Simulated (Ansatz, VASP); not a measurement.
## MoPd: VASP beside Ansatz

File INCAR:

```
  PREC = Accurate
  ENCUT = 520
  EDIFF = 1E-6
  ISMEAR = 1
  SIGMA = 0.1
  LREAL = False
  LASPH = True
  NELM = 60
  ALGO = Normal
  ISIF = 2
  LWAVE = False
  LCHARG = False
  GGA = CA
  NBANDS = 19
```

KPOINTS

```
Automatic mesh
0
Gamma
  9 9 5
```

POSCAR

```
MoPd
1.0
    2.7688372869      0.0000000000      0.0000000000
   -1.3844186435      2.3978835171      0.0000000000
    0.0000000000      0.0000000000      4.5254147938
Mo Pd
1 1
Direct
    0.6666666667      0.3333333333      0.5000000000
    0.3333333333      0.6666666667      0.0000000000
```

Input for Ansatz:

```yaml
crystal:
  lattice:
    - [2.7688372869066593, 0.0, 0.0]
    - [-1.3844186434533297, 2.397883517081541, 0.0]
    - [0.0, 0.0, 4.525414793768003]
  atoms:
    - { symbol: Mo, position: [0.6666666666666666, 0.3333333333333333, 0.5] }
    - { symbol: Pd, position: [0.3333333333333333, 0.6666666666666666, 0.0] }
basis:
  ecutwfc: 500.0
kpoints:
  mp_grid:
    grid: [9, 9, 5]
hamiltonian:
  xc: lda
scf:
  occupations:
    method: cold
    width: 0.1
output:
  stress: true
```

The cell comes from a database or a generator and needn't be the stable form of this composition.

Alike in both runs: task single point; functional LDA; k mesh 9 × 9 × 5; no spin polarisation.

|  | VASP | Ansatz |
| --- | --- | --- |
| version | VASP 6.6.1 | Ansatz 0.2.0 |
| potentials or method | VASP PAW LDA potentials, release 64 (Mo_sv, Pd) | plane waves, PAW |
| plane-wave cutoff (eV) | 520 | 500 |
| occupations | methfessel-paxton of order 1, width 0.1 eV | cold, width 0.1 eV |
| valence electrons in the cell | 24 | 32 |

|  | VASP | Ansatz | Ansatz less VASP |
| --- | --- | --- | --- |
| pressure (GPa) | -9.2 | -9.8 | -0.66 |
| largest component of the traceless stress (GPa) | 0.73 | 0.34 | -0.385 |

The two sets of potentials don't hold the same shells in valence.
